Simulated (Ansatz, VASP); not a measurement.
**CdAu: VASP beside Ansatz**

Wanted: the spread between two codes on one cell, functional and k mesh. The cell is taken from a series of runs on this material, whose earlier steps may have relaxed, scaled, displaced or heated it; both programs get it as it stands.

Main program and level: Ansatz 0.2.0; plane waves, with VASP 6.6.1 beside it; zone-centre phonons at PBEsol and relaxation of cell and atoms at PBEsol.

## 1. Set-up

Symmetry: Pm-3m, No. 221, cubic system. Conventional cell: a = 3.317 Å, b = 3.317 Å, c = 3.317 Å, α = 90.00°, β = 90.00°, γ = 90.00°. Cd has 8 Au at 2.87 Å nearest. Au has 8 Cd at 2.87 Å nearest. Farther neighbours are not listed.

## 2. VASP: zone-centre phonons, PBEsol

Second derivatives magnify differences that forces hide, and they need a tight electronic threshold.

Lines of VASP's logs that name or quote its potential files are left out, and so is its time.

File INCAR:

```
SYSTEM = CdAu
PREC = Accurate
ENCUT = 500
EDIFF = 1E-08
NELM = 120
ISMEAR = 1
SIGMA = 0.2
LREAL = .FALSE.
ALGO = Normal
GGA = PS
NBANDS = 17
LASPH = .TRUE.
LORBIT = 11
LWAVE = .FALSE.
LCHARG = .FALSE.
ISIF = 2
IBRION = 8
GGA_COMPAT = .FALSE.
KPAR = 2
```

File POSCAR:

```
CdAu
1.0
    3.3174904026      0.0000000000      0.0000000000
    0.0000000000      3.3174904026      0.0000000000
    0.0000000000      0.0000000000      3.3174904026
Cd Au
1 1
Direct
    0.5000000000      0.5000000000      0.5000000000
    0.0000000000      0.0000000000      0.0000000000
```

File KPOINTS:

```
Automatic mesh
0
Gamma
12 12 12
0 0 0
```

PAW data sets: Cd and Au (PBE family, release 64).

Run with:

```bash
> mpirun -np 2 vasp_std
```

Numbers of over 12 decimals in the logs are rounded to 6 here.

The program printed:

```text
[banner, memory and clock lines left out]
running    2 mpi-ranks, on    1 nodes
 distrk:  each k-point on    1 cores,    2 groups
 distr:  one band on    1 cores,    1 groups

 POSCAR found type information on POSCAR CdAu
 POSCAR found :  2 types and       2 ions
|                                                                             |
|               ----> ADVICE to this user running VASP <----                  |
|                                                                             |
|     You enforced a specific xc type in the INCAR file but a different       |
|     [... a line on the potential file left out ...]
|     I HOPE YOU KNOW WHAT YOU ARE DOING!                                     |
|                                                                             |

 LDA part: xc-table for (Slater+PW92), standard interpolation
 POSCAR, INCAR and KPOINTS ok, starting setup
 FFT: planning ... GRIDC
 FFT: planning ... GRID_SOFT
 FFT: planning ... GRID
 WAVECAR not read
 entering main loop
       N       E                     dE             d eps       ncg     rms          rms(c)
DAV:   1     0.145685611797E+03    0.14569E+03   -0.11844E+04  2944   0.126E+03
DAV:   2    -0.311834958812E+01   -0.14880E+03   -0.14321E+03  2928   0.315E+02
DAV:   3    -0.590981327644E+01   -0.27915E+01   -0.27851E+01  3382   0.503E+01
DAV:   4    -0.591777665613E+01   -0.79634E-02   -0.79628E-02  3306   0.236E+00
DAV:   5    -0.591783327990E+01   -0.56624E-04   -0.56623E-04  3404   0.215E-01    0.889E+00
DAV:   6    -0.551026764251E+01    0.40757E+00   -0.11991E+00  2957   0.103E+01    0.551E+00
DAV:   7    -0.547735122150E+01    0.32916E-01   -0.49814E-02  3137   0.342E+00    0.311E+00
DAV:   8    -0.547100952693E+01    0.63417E-02   -0.13536E-02  3073   0.117E+00    0.236E-01
DAV:   9    -0.547079037221E+01    0.21915E-03   -0.15711E-03  2994   0.493E-01    0.126E-01
DAV:  10    -0.547080136084E+01   -0.10989E-04   -0.39803E-05  3269   0.768E-02    0.322E-02
DAV:  11    -0.547080283002E+01   -0.14692E-05   -0.47030E-06  3013   0.315E-02    0.330E-03
DAV:  12    -0.547080285199E+01   -0.21967E-07   -0.85065E-08  3327   0.297E-03    0.193E-03
DAV:  13    -0.547080280352E+01    0.48466E-07   -0.26239E-08  2307   0.228E-03    0.181E-04
DAV:  14    -0.547080280744E+01   -0.39167E-08   -0.14579E-09  1495   0.549E-04
   1 F= -.54708028E+01 E0= -.54707486E+01  d E =-.162659E-03
 Linear response reoptimize wavefunctions to high precision
DAV:   1    -0.547080280606E+01    0.13797E-08   -0.98141E-11  1548   0.964E-05
DAV:   2    -0.547080280602E+01    0.35016E-10   -0.14583E-11  1484   0.312E-05
 Linear response DOF=           2
 Linear response progress:
  Degree of freedom:   1/  2
       N       E                     dE             d eps       ncg     rms          rms(c)
RMM:   1    -0.425704677138E+00   -0.42570E+00   -0.20300E-01 10987   0.316E+00
RMM:   2    -0.426542718593E+00   -0.83804E-03   -0.88789E-04 10175   0.248E-01    0.472E-02
RMM:   3    -0.426176379841E+00    0.36634E-03   -0.25470E-05 10896   0.333E-02    0.263E-02
RMM:   4    -0.425766804911E+00    0.40957E-03   -0.17366E-05  9836   0.277E-02    0.488E-03
RMM:   5    -0.425703186756E+00    0.63618E-04   -0.83052E-07 10922   0.709E-03    0.127E-03
RMM:   6    -0.425691889087E+00    0.11298E-04   -0.28161E-08 10950   0.131E-03    0.220E-04
RMM:   7    -0.425693484972E+00   -0.15959E-05   -0.26711E-09 10947   0.348E-04    0.785E-05
RMM:   8    -0.425693221261E+00    0.26371E-06    0.42958E-11 11072   0.852E-05    0.169E-05
RMM:   9    -0.425693234604E+00   -0.13343E-07   -0.68969E-10 11170   0.380E-05    0.512E-06
RMM:  10    -0.425693192836E+00    0.41768E-07   -0.90896E-10 10502   0.183E-05    0.125E-06
RMM:  11    -0.425693198053E+00   -0.52172E-08   -0.16522E-10  7561   0.141E-05    0.260E-07
 first order change of Fermi-energy   0.12402E-04
 force on displaced ion       1 direction 1 :  -4.078  -0.000  -0.000
 Linear response progress:
  Degree of freedom:   2/  2
       N       E                     dE             d eps       ncg     rms          rms(c)
RMM:   1    -0.288371695577E+00   -0.28837E+00   -0.25276E-01 10744   0.324E+00
RMM:   2    -0.286253727525E+00    0.21180E-02   -0.42918E-03 10241   0.469E-01    0.889E-02
RMM:   3    -0.285990594209E+00    0.26313E-03   -0.27787E-04 10863   0.972E-02    0.447E-02
RMM:   4    -0.285985888224E+00    0.47060E-05   -0.24469E-04 10924   0.844E-02    0.109E-02
RMM:   5    -0.285996809277E+00   -0.10921E-04   -0.95532E-06 10760   0.192E-02    0.383E-03
RMM:   6    -0.285975749596E+00    0.21060E-04   -0.21741E-06 11030   0.777E-03    0.174E-03
RMM:   7    -0.285957366824E+00    0.18383E-04   -0.89832E-08 10958   0.219E-03    0.403E-04
RMM:   8    -0.285953206332E+00    0.41605E-05   -0.21367E-08 11064   0.763E-04    0.563E-05
RMM:   9    -0.285951515370E+00    0.16910E-05    0.10163E-09 11361   0.123E-04    0.308E-05
RMM:  10    -0.285951660305E+00   -0.14493E-06    0.42487E-09 11142   0.462E-05    0.103E-05
RMM:  11    -0.285951778999E+00   -0.11869E-06   -0.62790E-09 11231   0.305E-05    0.146E-06
RMM:  12    -0.285951775596E+00    0.34028E-08   -0.13848E-08  9278   0.190E-05    0.354E-07
 first order change of Fermi-energy   0.29075E-03
 force on displaced ion       2 direction 1 :  -4.117  -0.000   0.000
 Linear response finished
```

From OUTCAR (step 2):

```text
ion  position               nearest neighbor table
   1  0.500  0.500  0.500-   2 2.87   2 2.87   2 2.87   2 2.87   2 2.87   2 2.87   2 2.87   2 2.87

  LATTYP: Found a simple cubic cell.
 ALAT       =     3.3174904026

 Subroutine GETGRP returns: Found 48 space group operations
 (whereof 48 operations were pure point group operations)

The static configuration has the point symmetry O_h .

 Found     84 irreducible k-points:

   k-points           NKPTS =     84   k-points in BZ     NKDIM =     84   number of bands    NBANDS=     17

   dimension x,y,z NGX =    24 NGY =   24 NGZ =   24
   dimension x,y,z NGXF=    48 NGYF=   48 NGZF=   48

   ENCUT  =  500.0 eV  36.75 Ry    6.06 a.u.   6.05  6.05  6.05*2*pi/ulx,y,z

   NELECT =      23.0000    total number of electrons

 k-points in reciprocal lattice and weights: Automatic mesh
   0.00000000  0.00000000  0.00000000       0.001
   0.08333333  0.00000000  0.00000000       0.003
   0.16666667  0.00000000  0.00000000       0.003
   0.25000000  0.00000000  0.00000000       0.003
   0.33333333  0.00000000  0.00000000       0.003
   0.41666667  0.00000000  0.00000000       0.003
   0.50000000  0.00000000  0.00000000       0.002
   0.08333333  0.08333333  0.00000000       0.007
   0.16666667  0.08333333  0.00000000       0.014
[...]
0.50000000  0.50000000  0.41666667       0.003
   0.50000000  0.50000000  0.50000000       0.001

 average (electrostatic) potential at core
       1 -35.6884       2 -67.5772

  Total        0.1229831      0.1229831      0.1229831     -0.0000000     -0.0000000      0.0000000
  in kB        5.3966832      5.3966832      5.3966832     -0.0000000     -0.0000000      0.0000000
  external PRESSURE =       5.3966832 kB  Pullay stress =       0.0000000 kB

  energy-cutoff  :      500.00
  volume of cell :       36.51
      direct lattice vectors                 reciprocal lattice vectors
     3.317490403  0.000000000  0.000000000     0.301432673  0.000000000  0.000000000
     0.000000000  3.317490403  0.000000000     0.000000000  0.301432673  0.000000000
     0.000000000  0.000000000  3.317490403     0.000000000  0.000000000  0.301432673

 POSITION                                       TOTAL-FORCE (eV/Angst)
 -----------------------------------------------------------------------------------
      1.65875      1.65875      1.65875         0.000000      0.000000      0.000000
      0.00000      0.00000      0.00000         0.000000      0.000000      0.000000
 -----------------------------------------------------------------------------------
    total drift:                                0.000000      0.000000     -0.000000

 Eigenvectors and eigenvalues of the dynamical matrix
 ----------------------------------------------------

   1 f  =    3.738132 THz    23.487378 2PiTHz  124.690671 cm-1    15.459666 meV
             X         Y         Z           dx          dy          dz
      1.658745  1.658745  1.658745     0.796527   -0.000000    0.000000
      0.000000  0.000000  0.000000    -0.604603   -0.000000    0.000000

   2 f  =    3.738132 THz    23.487378 2PiTHz  124.690671 cm-1    15.459666 meV
             X         Y         Z           dx          dy          dz
      1.658745  1.658745  1.658745    -0.000000    0.796527    0.000000
      0.000000  0.000000  0.000000    -0.000000   -0.604603    0.000000

   3 f  =    3.738132 THz    23.487378 2PiTHz  124.690671 cm-1    15.459666 meV
             X         Y         Z           dx          dy          dz
      1.658745  1.658745  1.658745     0.000000    0.000000   -0.796527
      0.000000  0.000000  0.000000     0.000000    0.000000    0.604603

   4 f/i=    0.008537 THz     0.053641 2PiTHz    0.284772 cm-1     0.035307 meV
             X         Y         Z           dx          dy          dz
      1.658745  1.658745  1.658745     0.604603    0.000000    0.000000
      0.000000  0.000000  0.000000     0.796527   -0.000000    0.000000

   5 f/i=    0.008537 THz     0.053641 2PiTHz    0.284772 cm-1     0.035307 meV
             X         Y         Z           dx          dy          dz
      1.658745  1.658745  1.658745    -0.000000    0.604603    0.000000
      0.000000  0.000000  0.000000    -0.000000    0.796527    0.000000

   6 f/i=    0.008537 THz     0.053641 2PiTHz    0.284772 cm-1     0.035307 meV
             X         Y         Z           dx          dy          dz
      1.658745  1.658745  1.658745     0.000000    0.000000   -0.604603
      0.000000  0.000000  0.000000     0.000000    0.000000   -0.796527

 ELASTIC MODULI CONTR FROM IONIC RELAXATION (kBar)
 Direction    XX          YY          ZZ          XY          YZ          ZX
 --------------------------------------------------------------------------------
 XX           0.0000      0.0000      0.0000      0.0000      0.0000      0.0000
 YY           0.0000      0.0000      0.0000      0.0000      0.0000      0.0000
 ZZ           0.0000      0.0000      0.0000      0.0000      0.0000      0.0000
 XY           0.0000      0.0000      0.0000      0.0000      0.0000      0.0000
 YZ           0.0000      0.0000      0.0000      0.0000      0.0000      0.0000
 ZX           0.0000      0.0000      0.0000      0.0000      0.0000      0.0000
 --------------------------------------------------------------------------------
```

## 3. Ansatz: zone-centre phonons, PBEsol

Ansatz runs on its PAW soft_1 files.

The same cell, functional, mesh and smearing now go to Ansatz, which takes its cutoff from its data sets.

File input.yaml:

```yaml
crystal:
  lattice:
    - [3.3174904026, 0.0, 0.0]
    - [0.0, 3.3174904026, 0.0]
    - [0.0, 0.0, 3.3174904026]
  atoms:
    - { symbol: Cd, position: [0.5, 0.5, 0.5] }
    - { symbol: Au, position: [0.0, 0.0, 0.0] }
kpoints:
  mp_grid: { grid: [12, 12, 12] }
hamiltonian:
  xc: pbesol
  pseudopotentials: { kind: paw, azcp: { folder: soft_1 }, xc_functional: pbe }
scf:
  occupations: { method: methfessel_paxton, width: 0.2 }
output:
  eigenvalues: true
phonons:
  method: dfpt
```

Run with:

```bash
> ansatz run input.yaml --threads 4 --pin off --max-ram 10240MiB --backend cpu --events-out ev --progress --plain --runs-dir out
```

The program printed:

```text
Engine: ansatz 0.2.0, aarch64-unknown-linux-gnu
Pseudopotentials: kind: paw
Pseudopotential: Cd, paw, valence charge 20, recommended cutoff 420 eV (normal), soft_1/Cd.paw.azcp
Pseudopotential: Au, paw, valence charge 19, recommended cutoff 420 eV (normal), soft_1/Au.paw.azcp
Functional definition: PBEsol
  exchange = pbesol_x
  correlation = pbesol_c
Crystal: 2 atoms, lattice volume = 36.511 Å³
Basis set: ecut = 420 eV, 739 PW (Γ), exchange–correlation on 48×48×48 points (8 copies of the dense FFT grid, shifted against one another)
Bands: 24, of which v1, the nominal top of the filled ones, is band 20 counted from 1 (19 counted from 0)
Symmetry: 48 space group operations
k-points: 196 of 1728 (irreducible under 8 space group operations, time reversal used)
Non-local potential: Cd, projectors of the file, l = 0: 3, l = 1: 2, l = 2: 2, l = 3: 1
Non-local potential: Au, projectors of the file, l = 0: 3, l = 1: 2, l = 2: 2, l = 3: 1
PAW form: soft (Blöchl's): semilocal exchange-correlation on the pseudo side does not see the compensation charge
PAW frozen core: Cd, regenerated for the run's functional, and the local potential with it (the file was generated under x = pbe(κ = 0.804, μ = 0.219515), c = pbe(β = 0.066725))
PAW frozen core: Au, regenerated for the run's functional, and the local potential with it (the file was generated under x = pbe(κ = 0.804, μ = 0.219515), c = pbe(β = 0.066725))
PAW one-centre angular grid: Cd, 590 points (default); XC on 64 Gauss nodes
PAW one-centre angular grid: Au, 590 points (default); XC on 64 Gauss nodes
Initial density: superposition of atomic densities (chi_scale 0.1, normalization cell, long waves kept (reshape's long-wave potential 0.00 eV rms))
Initial wavefunctions: pseudopotential atomic-orbital guess
Functional: x = pbesol(κ = 0.804, μ = 0.123457), c = pbesol(β = 0.046)
SCF iter   1: F=—  HF=-21197.117223 eV  |F-HF|=—  |Δ(HF+E_count)|=         —  Δρ=1.68e-1  dr2=1.57e1  ethr=3.10e-3  ⟨swp⟩=4.8  Hψ=17326  notcnv=0
preconditioner: auto → Kerker (q_TF=auto, 2.758 Å⁻¹)  [metal: Δε(μ)=0.035 eV  Ē_g=13.068 eV  σ=0.200 eV  W_gap=0.15  n_scr=18 (ndim 8)  ℏωp=29.5 eV  f_vac=0.000  D(μ)=0.92/eV (n_scr^D=6)]
SCF iter   2: F=—  HF=-21193.618522 eV  |F-HF|=—  |Δ(HF+E_count)|=    3.50e0  S|Δr|=    0.00e0  Δρ=4.26e-2  dr2=1.22e0  ethr=3.10e-3  ⟨swp⟩=3.0  Hψ=10750  notcnv=0  defer=35
SCF iter   3: F=—  HF=-21193.357285 eV  |F-HF|=—  |Δ(HF+E_count)|=   2.61e-1  S|Δr|=    0.00e0  Δρ=1.70e-2  dr2=1.27e-1  ethr=3.10e-3  ⟨swp⟩=2.2  Hψ=7076  notcnv=0  defer=51
SCF iter   4: F=—  HF=-21193.342307 eV  |F-HF|=—  |Δ(HF+E_count)|=   1.50e-2  S|Δr|=    0.00e0  Δρ=4.35e-3  dr2=4.52e-3  ethr=3.25e-4  ⟨swp⟩=2.3  Hψ=8322  notcnv=0  defer=49
SCF iter   5: F=—  HF=-21193.341169 eV  |F-HF|=—  |Δ(HF+E_count)|=   1.14e-3  S|Δr|=    0.00e0  Δρ=1.26e-3  dr2=8.15e-4  ethr=1.16e-5  ⟨swp⟩=2.1  Hψ=8774  notcnv=0  defer=49
SCF iter   6: F=—  HF=-21193.340921 eV  |F-HF|=—  |Δ(HF+E_count)|=   2.48e-4  S|Δr|=    0.00e0  Δρ=4.79e-4  dr2=1.27e-4  ethr=2.09e-6  ⟨swp⟩=2.1  Hψ=7011  notcnv=0  defer=49
SCF iter   7: F=—  HF=-21193.340888 eV  |F-HF|=—  |Δ(HF+E_count)|=   3.26e-5  S|Δr|=    0.00e0  Δρ=7.93e-5  dr2=2.40e-6  ethr=3.27e-7  ⟨swp⟩=2.0  Hψ=5879  notcnv=0  defer=49
SCF iter   8: F=—  HF=-21193.340888 eV  |F-HF|=—  |Δ(HF+E_count)|=   4.69e-7  S|Δr|=    0.00e0  Δρ=2.24e-5  dr2=2.65e-7  ethr=6.15e-9  ⟨swp⟩=2.3  Hψ=5707  notcnv=0  defer=49
SCF iter   9: F=—  HF=-21193.340887 eV  |F-HF|=—  |Δ(HF+E_count)|=   5.30e-8  S|Δr|=    0.00e0  Δρ=2.26e-6  dr2=1.68e-9  ethr=6.79e-10  ⟨swp⟩=2.0  Hψ=5788  notcnv=0  defer=49
SCF iter  10: F=—  HF=-21193.340887 eV  |F-HF|=—  |Δ(HF+E_count)|=  2.55e-10  S|Δr|=    0.00e0  Δρ=4.18e-7  dr2=5.79e-11  ethr=4.31e-12  ⟨swp⟩=2.0  Hψ=7940  notcnv=0  defer=49
SCF iter  11: F=-21193.340887 eV  HF=-21193.340887 eV  |F-HF|=3.64e-12  |Δ(HF+E_count)|=  1.09e-11  S|Δr|=    0.00e0  Δρ=7.78e-8  dr2=2.28e-12  ethr=1.00e-12  ⟨swp⟩=6.3  Hψ=20371  notcnv=0
SCF 1 converged in 11 iterations: F = -21193.340887 eV  dr2 = 2.28e-12
  greatest PAW one-centre occupation: 1.000 electrons in one spin orbital (limit 2), on the Au atom at site 1 (counted from 0), in its partial waves of l = 0
DFPT response loops at Γ: preconditioner auto → Kerker (q_TF=auto, 2.758 Å⁻¹) (partly filled bands, converged f_vac=0.000); β = 1.00, the filter's whole step (`scf.mixing.beta` (0.50) is not read by the response loops under this deck's `scf.mixing.preconditioner`; to damp them name `kerker` or `kerker_dos`, under which they read `scf.mixing.beta`, and type it under 1.00, their step now; both keys bind the ground state too); Broyden in place of MSR1
SCF converged after 11 iterations
Stability not checked: this state was not tested for a lower state beside it, because cold or Methfessel-Paxton smearing, or corrected tetrahedra, fill the levels in a way that the test cannot read (fill_not_monotonic; see scf.lower_state_search)
Free energy (F): -21193.340887 eV
Harris-Foulkes:  -21193.340887 eV  (|F-HF|=3.64e-12)
Internal energy: -21193.340712 eV  (E = F + TS)
E sigma→0 (E₀):  -21193.340844 eV
Entropy (-TS):   -0.000175 eV (-0.088 meV/atom)
Fermi energy:    18.382197 eV
--- Per-component energies (eV) ---
  E_band       = -576.020282
  E_kinetic    = 1019.035766
  E_local      = -4468.657103  (includes V_loc(G=0)·N_el)
  E_nonlocal   = 222.833316
  E_hartree    = 2030.781065
  E_xc         = -370.754900
  E_vxc        = -458.278878  (∫ρ·V_xc dr)
  E_paw        = -13618.526611  (= ΣΔE_a)
  E_vpaw       = -952.517412  (= ΣTr[D̂ρ^β])
  E_aug_tail   = 0.001880  (compensation charges beyond the density's cutoff)
  E_ewald      = -6008.705613
  E_core_change = 0.651488  (= ΣΔE_core)
  E_smearing   = -0.000175  (= −TS)
  E_closure    = 0.000000  (closes the sum)
  Σ components = -21193.340887   (vs F -21193.340887, Δ=0.00e0)
--- Band table (eV; the first three rows and the last of 196) ---
  k-point 0: bands = [... 16 lower, 14.6845, 14.6845, 14.6845, 23.0903, 23.0903, 23.0903, 26.6009, 30.2487]
  k-point 1: bands = [... 16 lower, 14.6038, 14.6038, 14.6687, 22.1794, 23.3174, 23.3174, 27.1954, 30.1978]
  k-point 2: bands = [... 16 lower, 14.3959, 14.3959, 14.6252, 20.4944, 23.9633, 23.9633, 27.8282, 30.0543]
  k-point 195: bands = [... 16 lower, 15.1245, 15.1245, 20.2467, 20.5788, 22.2637, 22.2637, 22.2637, 23.7010]
--- Phonons (Γ-DFPT): 2 representative perturbations + reference, on 196 of 1728 k-points (Σ response iterations 6) ---
  k mesh reduced under 8 symmetry operations, with k and −k counted as one. Each operation leaves every solved perturbation unchanged. A smaller set is not used because it would not reduce the number of displacements times k-points to solve
  ASR residual: 1.555e-4 → 0.000e0 eV/Å²; symmetrization residual: 1.061e-5 eV/Å²
  ASR residual per site (eV/Å²): 5.62e-6 1.55e-4
  Γ frequencies (cm⁻¹): 0.00 0.00 0.00 122.65 122.65 122.65
  non-analytic LO–TO correction: not included (Born effective charges unavailable; polar crystals: no LO–TO splitting at Γ)
```

The column dr2 measures how far the density is from self-consistency, as an energy; F and HF (Harris–Foulkes) agree once it is small.

## 4. Differences

Known differences besides the potentials themselves: the data sets hold 39 valence electrons in Ansatz (on its PAW soft_1 files) and 23 in VASP; the cutoff is 420 eV in Ansatz and 500 eV in VASP; Ansatz makes its cores anew for this functional, VASP keeps those of its PBE data sets. Total energies have different zeros and are not compared.

The two programs side by side:

| quantity | Ansatz | VASP | difference |
| --- | --- | --- | --- |
| optical mode 1 to 3 (cm⁻¹) | 122.7 | 124.7 | -1.64 % |

Modes are paired by rising frequency, not by their patterns, so a pair may set unlike modes beside each other; they are those without the splitting of longitudinal modes.

[end of part 1 of 2]

[Lines on the potential files, build, host, timing and source positions are cut from VASP's logs without a mark.]

[Logs are printed without paths, hosts, clocks, repeated set-up lines and the standing remarks that a program may print on its own settings, such as how far it seeks lower states.]

[Hosts, paths, dates, database ids (printed as entryN), source tags and the programs' standing remarks are cut or masked in the printed files.]
